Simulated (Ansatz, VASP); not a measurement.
# P4S3O6 (P4S3O6 (P2_1/c)) in two plane-wave programs, part 3 of 3

Aim: how closely do two programs agree when they are given the same cell, functional and k mesh? Of the first pair: The structure shown is the start of the Ansatz relaxation below; VASP solves that cell, so the two are compared at the walk's first step.

VASP 6.6.1 and Ansatz 0.2.0.

So far. Step 3 (VASP: single point, PBEsol, start cell, pair 1): The run ends at a pressure of -1.23 GPa, with forces up to 0.28 eV/Å.

## Step 6: VASP: single point, PBEsol, relaxed cell, pair 2

Level of this step: PBEsol; plane waves and PAW (P, S, O) (VASP).

The same cell, functional, mesh and smearing now go to VASP, with its own data sets.

INCAR reads:

```
SYSTEM = P4S3O6
PREC = Accurate
ENCUT = 600
EDIFF = 1E-06
NELM = 120
ISMEAR = -1
SIGMA = 0.01
LREAL = Auto
ALGO = Normal
GGA = PS
NBANDS = 184
LORBIT = 11
LWAVE = .FALSE.
LCHARG = .FALSE.
ISIF = 2
LASPH = .TRUE.
GGA_COMPAT = .FALSE.
EFERMI = MIDGAP
KPAR = 8
```

POSCAR reads:

```
P4S3O6
1.0
   13.8891613902      0.0000000000      0.0841330360
    0.0000000000      8.5387607073      0.0000000000
   -0.1442625021      0.0000000000     10.5347770334
P S O
16 12 24
Direct
    0.1387551300      0.4134068654      0.4045347485
    0.8612448700      0.9134068654      0.0954652515
    0.2510733281      0.8191859090      0.9741962924
    0.1387551300      0.0865931346      0.9045347485
    0.1590378837      0.4954276596      0.6728357973
    0.8409621163      0.9954276596      0.8271642027
    0.8409621163      0.5045723404      0.3271642027
    0.1590378837      0.0045723404      0.1728357973
    0.3215399652      0.3712470765      0.5277444667
    0.6784600348      0.8712470765      0.9722555333
    0.6784600348      0.6287529235      0.4722555333
    0.3215399652      0.1287529235      0.0277444667
    0.2510733281      0.6808140910      0.4741962924
    0.7489266719      0.1808140910      0.0258037076
    0.7489266719      0.3191859090      0.5258037076
    0.8612448700      0.5865931346      0.5954652515
    0.4318514298      0.2452680484      0.5342931734
    0.5681485702      0.7547319516      0.4657068266
    0.4318514298      0.2547319516      0.0342931734
    0.0550025130      0.3310814093      0.2788344675
    0.9449974870      0.8310814093      0.2211655325
    0.9449974870      0.6689185907      0.7211655325
    0.0550025130      0.1689185907      0.7788344675
    0.2888951216      0.8837838816      0.4254043524
    0.7111048784      0.3837838816      0.0745956476
    0.7111048784      0.1162161184      0.5745956476
    0.2888951216      0.6162161184      0.9254043524
    0.5681485702      0.7452680484      0.9657068266
    0.0975870652      0.4256674687      0.5455848819
    0.7613665300      0.8183266675      0.0752773882
    0.7613665300      0.6816733325      0.5752773882
    0.2386334700      0.1816733325      0.9247226118
    0.2595574784      0.3893942679      0.6553996408
    0.7404425216      0.8893942679      0.8446003592
    0.7404425216      0.6106057321      0.3446003592
    0.2595574784      0.1106057321      0.1553996408
    0.1769180571      0.5903745945      0.3778054175
    0.8230819429      0.0903745945      0.1221945825
    0.8230819429      0.4096254055      0.6221945825
    0.1769180571      0.9096254055      0.8778054175
    0.1971849037      0.8361968354      0.1076942568
    0.2386334700      0.3183266675      0.4247226118
    0.8028150963      0.3361968354      0.3923057432
    0.8028150963      0.1638031646      0.8923057432
    0.9024129348      0.9256674687      0.9544151181
    0.9024129348      0.5743325313      0.4544151181
    0.0975870652      0.0743325313      0.0455848819
    0.3375181565      0.5535944289      0.4866940629
    0.6624818435      0.0535944289      0.0133059371
    0.6624818435      0.4464055711      0.5133059371
    0.3375181565      0.9464055711      0.9866940629
    0.1971849037      0.6638031646      0.6076942568
```

KPOINTS reads:

```
Automatic mesh
0
Gamma
2 3 3
0 0 0
```

Potentials, in the order of the species: P, S and O (PBE family, release 64).

Launch:

```console
$ mpirun -np 8 vasp_std
```

Numbers of over 12 decimals in the logs are rounded to 6 here.

The program printed:

```text
[banner, memory and clock lines left out]
running    8 mpi-ranks, on    1 nodes
[...]
[... a notice as in an earlier step ...]

 [... a notice as in an earlier step ...]

 LDA part: xc-table for (Slater+PW92), standard interpolation
 POSCAR, INCAR and KPOINTS ok, starting setup
[...]
entering main loop
       N       E                     dE             d eps       ncg     rms          rms(c)
DAV:   1     0.250118468381E+04    0.25012E+04   -0.14427E+05  2944   0.155E+03
DAV:   2    -0.627634423365E+02   -0.25639E+04   -0.24979E+04  3744   0.321E+02
DAV:   3    -0.360338051205E+03   -0.29757E+03   -0.29585E+03  3416   0.119E+02
DAV:   4    -0.368916660898E+03   -0.85786E+01   -0.85360E+01  3728   0.209E+01
[...]
DAV:  15    -0.339778781876E+03   -0.21350E-04   -0.57338E-05  3688   0.246E-02    0.152E-02
DAV:  16    -0.339778784502E+03   -0.26254E-05   -0.11337E-05  3736   0.101E-02    0.130E-02
DAV:  17    -0.339778784135E+03    0.36648E-06   -0.32665E-06  2912   0.550E-03
   1 F= -.33977878E+03 E0= -.33977878E+03  d E =0.000000E+00
```

Parts of OUTCAR (step 6):

```text
  Total       -1.8240754     -2.2362580     -1.3779801      0.0000000      0.0000000     -0.4475966
  in kB       -2.3389510     -2.8674790     -1.7669379      0.0000000      0.0000000     -0.5739381
  external PRESSURE =      -2.3244560 kB  Pullay stress =       0.0000000 kB

 POSITION                                       TOTAL-FORCE (eV/Angst)
 -----------------------------------------------------------------------------------
      1.86883      3.52998      4.27336        -0.128058     -0.077370     -0.134885
     11.94820      7.79936      1.07816         0.128058     -0.077370      0.134885
      3.34666      6.99483     10.28406         0.051156     -0.184381     -0.053054
      1.79670      0.73940      9.54075        -0.128058      0.077370     -0.134885
      2.11184      4.23034      7.10156        -0.013960      0.000018      0.024900
     11.56093      8.49972      8.78474         0.013960      0.000018     -0.024900
     11.63306      4.30842      3.51735         0.013960     -0.000018     -0.024900
      2.18397      0.03904      1.83417        -0.013960     -0.000018      0.024900
      4.38979      3.16999      5.58672         0.165675     -0.120101      0.012954
      9.28298      7.43937     10.29958        -0.165675     -0.120101     -0.012954
      9.35511      5.36877      5.03219        -0.165675      0.120101     -0.012954
      4.46192      1.09939      0.31933         0.165675      0.120101      0.012954
      3.41879      5.81331      5.01668         0.051156      0.184381     -0.053054
     10.39824      1.54393      0.33485        -0.051156      0.184381      0.053054
[...]
-----------------------------------------------------------------------------------
    total drift:                                0.000000     -0.000000     -0.000000

  FREE ENERGIE OF THE ION-ELECTRON SYSTEM (eV)
  ---------------------------------------------------
  free  energy   TOTEN  =      -339.7787841353 eV

  energy  without entropy=     -339.7787841353  energy(sigma->0) =     -339.77878414

[... 1 part as in an earlier step ...]

[... 1 further part left out ...]
```

The run ends at a pressure of -0.23 GPa, with forces up to 0.21 eV/Å.

## Step 7: Comparison

What differs besides the data sets and the points named for the pairs above, as far as they apply: the cutoff is 420 eV in Ansatz and 600 eV in VASP (PREC = Accurate, projectors in real space). Total energies have different zeros and are not compared.

Compared:

```tsv
quantity	Ansatz	VASP	difference
pressure (GPa)	0.00	-0.23	+0.24
gap on the k mesh (eV)	3.798	3.810	-0.012
```

Forces on 7 of the 52 atoms, those with the largest forces and the largest differences (eV/Å; atoms numbered as in POSCAR):

```tsv
atom	Ansatz x, y, z	VASP x, y, z
P1	-0.002, -0.003, 0.002	-0.128, -0.077, -0.135
P2	0.002, -0.003, -0.002	0.128, -0.077, 0.135
P4	-0.002, 0.003, 0.002	-0.128, 0.077, -0.135
P9	0.000, -0.002, 0.001	0.166, -0.120, 0.013
P10	0.000, -0.002, -0.001	-0.166, -0.120, -0.013
P11	0.000, 0.002, -0.001	-0.166, 0.120, -0.013
P12	0.000, 0.002, 0.001	0.166, 0.120, 0.013
```

The forces differ by 66 meV/Å r.m.s., where the r.m.s. force is 0.002 eV/Å in Ansatz and 0.066 eV/Å in VASP: the atoms lie near their places of rest in Ansatz, so a percentage would say little (all taken over all components). A gap on the mesh is an upper bound, since the band edges may lie between its points.

## Step 8: What came out

```json
{
 "r.m.s. force difference (single point, PBEsol, start cell, pair 1)": "68 meV/Å",
 "r.m.s. force difference (single point, PBEsol, relaxed cell, pair 2)": "66 meV/Å"
}
```

The r.m.s. force difference is 68 meV/Å (single point, PBEsol, start cell, pair 1), beyond the 12 meV/Å picked in this series as the mark of a large difference. What causes the difference of the single point, PBEsol, start cell, pair 1 pair stays open here. What causes the difference of the single point, PBEsol, relaxed cell, pair 2 pair stays open here. Such differences can come from data sets, numerical settings and the points named under the comparisons, not from the functional's error against experiment.

[Lines on the potential files, build, host, timing and source positions are cut from VASP's logs without a mark.]

[Logs are printed without paths, hosts, clocks, repeated set-up lines and the standing remarks that a program may print on its own settings, such as how far it seeks lower states.]

[Hosts, paths, dates, database ids (printed as entryN), source tags and the programs' standing remarks are cut or masked in the printed files.]
